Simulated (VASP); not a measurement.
Method: PBE GGA, VASP's PBE PAW potentials (set 64) (plane waves; VASP).

VASP input:

**INCAR**
```
NEDOS = 601
ISIF = 2
SYSTEM = MgH2
EDIFF = 1E-7
LASPH = T   ! aspherical one-centre terms
ALGO = Normal   ! blocked Davidson
LORBIT = 11
ENCUT = 400   ! plane-wave cut-off (eV)
LREAL = F   ! projection in real space or not
PREC = Accurate
LWAVE = F
LCHARG = T
LEFG = T
GGA = PE   ! PBE
NELM = 100
ISMEAR = -5   ! tetrahedra, Bloechl
```

**POSCAR**
```
MgH2
1
    4.5027989618     0.0000000000     0.0000000000
    0.0000000000     4.5027989618     0.0000000000
    0.0000000000     0.0000000000     3.0050343330
Mg H
2 4
Direct
  0.0000000000   0.0000000000   1.0000000000
  0.5000000000   0.5000000000   0.5000000000
  0.3042153776   0.3042153776   0.0000000000
  0.8042153776   0.1957846224   0.5000000000
  0.1957846224   0.8042153776   0.5000000000
  0.6957846224   0.6957846224   1.0000000000
```

KPOINTS:
```
Automatic mesh
0
Gamma
  6 6 8
0 0 0
```

POTCAR, in this order: Mg H (PBE.64 set). Program: vasp_std.

The resulting files:

File OSZICAR:
```
       N       E                     dE             d eps       ncg     rms          rms(c)
DAV:   1    -0.104513558860E+01   -0.10451E+01   -0.27238E+03   800   0.602E+02
DAV:   2    -0.183536479499E+02   -0.17309E+02   -0.17063E+02  1128   0.755E+01
DAV:   3    -0.188718362455E+02   -0.51819E+00   -0.51819E+00   928   0.182E+01
DAV:   4    -0.188730492950E+02   -0.12130E-02   -0.12130E-02  1200   0.906E-01
DAV:   5    -0.188730540072E+02   -0.47121E-05   -0.47121E-05   960   0.361E-02    0.652E+00
DAV:   6    -0.179538963647E+02    0.91916E+00   -0.71901E-01   848   0.509E+00    0.336E+00
DAV:   7    -0.176316950613E+02    0.32220E+00   -0.97352E-01   888   0.638E+00    0.499E-01
DAV:   8    -0.176404412022E+02   -0.87461E-02   -0.18670E-02   872   0.108E+00    0.928E-02
DAV:   9    -0.176403316186E+02    0.10958E-03   -0.76934E-04  1104   0.204E-01    0.194E-02
DAV:  10    -0.176403524443E+02   -0.20826E-04   -0.36634E-05   880   0.527E-02    0.100E-02
DAV:  11    -0.176403511207E+02    0.13236E-05   -0.60898E-06   984   0.130E-02    0.176E-03
DAV:  12    -0.176403511185E+02    0.22359E-08   -0.18562E-07   840   0.353E-03
   1 F= -.17640351E+02 E0= -.17640351E+02  d E =0.000000E+00
```

File OUTCAR:
```
------------------------ aborting loop because EDIFF is reached ----------------------------------------
  FORCE on cell =-STRESS in cart. coord.  units (eV):
  Direction    XX          YY          ZZ          XY          YZ          ZX
  --------------------------------------------------------------------------------------
  Total       -0.0962942     -0.0962942     -0.0799900     -0.0000000      0.0000000      0.0000000
  in kB       -2.5321904     -2.5321904     -2.1034475     -0.0000000      0.0000000      0.0000000
  external PRESSURE =      -2.3892761 kB  Pullay stress =       0.0000000 kB
  volume of cell :       60.93
      direct lattice vectors                 reciprocal lattice vectors
     4.502798962  0.000000000  0.000000000     0.222084088  0.000000000  0.000000000
     0.000000000  4.502798962  0.000000000     0.000000000  0.222084088  0.000000000
     0.000000000  0.000000000  3.005034333     0.000000000  0.000000000  0.332774900
 POSITION                                       TOTAL-FORCE (eV/Angst)
 -----------------------------------------------------------------------------------
      0.00000      0.00000      0.00000         0.000000      0.000000     -0.000000
      2.25140      2.25140      1.50252         0.000000      0.000000     -0.000000
      1.36982      1.36982      0.00000         0.003714      0.003714      0.000000
      3.62122      0.88158      1.50252         0.003714     -0.003714     -0.000000
      0.88158      3.62122      1.50252        -0.003714      0.003714      0.000000
      3.13298      3.13298      0.00000        -0.003714     -0.003714     -0.000000
 -----------------------------------------------------------------------------------
    total drift:                               -0.000000      0.000000     -0.000000
  FREE ENERGIE OF THE ION-ELECTRON SYSTEM (eV)
  ---------------------------------------------------
  free  energy   TOTEN  =       -17.6403511185 eV

  energy  without entropy=      -17.6403511185  energy(sigma->0) =      -17.64035112

 total charge

# of ion       s       p       d       tot
------------------------------------------
    1        0.151   0.150   0.040   0.341
    2        0.151   0.150   0.040   0.341
    3        0.574   0.002   0.000   0.576
    4        0.574   0.002   0.000   0.576
    5        0.574   0.002   0.000   0.576
    6        0.574   0.002   0.000   0.576
--------------------------------------------------
tot          2.599   0.309   0.080   2.988

 Electric field gradients after diagonalization (V/A^2)
 (convention: |V_zz| > |V_xx| > |V_yy|)
----------------------------------------------------------------------
 ion       V_xx      V_yy      V_zz     asymmetry (V_yy - V_xx)/ V_zz
----------------------------------------------------------------------
   1       5.509     0.169    -5.678       0.940
   2       5.509     0.169    -5.678       0.940
   3       4.295     1.058    -5.354       0.605
   4       4.295     1.058    -5.354       0.605
   5       4.295     1.058    -5.354       0.605
   6       4.295     1.058    -5.354       0.605
```
(Selected blocks of OUTCAR.)

### OUTCAR
```
 val. band max:       -0.5692182749   @ k =   0.1667   0.1667   0.1250

 cond. band min:       3.2432808187   @ k =   0.3333   0.3333   0.5000


 Fermi energy:        -0.5529396537

 k-point     1 :       0.0000    0.0000    0.0000
  band No.  band energies     occupation
      1      -7.0334      2.00000
      2      -2.0317      2.00000
      3      -2.0317      2.00000
      4      -1.0007      2.00000
      5       4.1589      0.00000
      6       4.4647      0.00000
      7       8.6193      0.00000
      8       8.6193      0.00000

 k-point     2 :       0.1667    0.0000    0.0000
  band No.  band energies     occupation
      1      -6.8491      2.00000
      2      -2.9172      2.00000
      3      -1.9086      2.00000
      4      -0.6592      2.00000
      5       4.2108      0.00000
      6       5.0256      0.00000
      7       7.3919      0.00000
      8       9.0896      0.00000

 k-point     3 :       0.3333    0.0000    0.0000
  band No.  band energies     occupation
      1      -6.3014      2.00000
      2      -4.2390      2.00000
      3      -1.5619      2.00000
      4      -0.6747      2.00000
      5       4.2105      0.00000
      6       5.8888      0.00000
      7       6.9740      0.00000
      8      10.0686      0.00000

 k-point     4 :       0.5000    0.0000    0.0000
  band No.  band energies     occupation
      1      -5.4134      2.00000
      2      -5.4134      2.00000
      3      -1.0815      2.00000
      4      -1.0815      2.00000
      5       4.7764      0.00000
      6       4.7764      0.00000
      7       9.5275      0.00000
      8       9.5275      0.00000

 k-point     5 :       0.1667    0.1667    0.0000
  band No.  band energies     occupation
      1      -6.6657      2.00000
      2      -3.0206      2.00000
      3      -2.4395      2.00000
      4      -0.5717      2.00000
      5       4.6245      0.00000
      6       5.1977      0.00000
      7       7.5506      0.00000
...
```

The compound is MgH2 in the rutile structure. It was relaxed first.
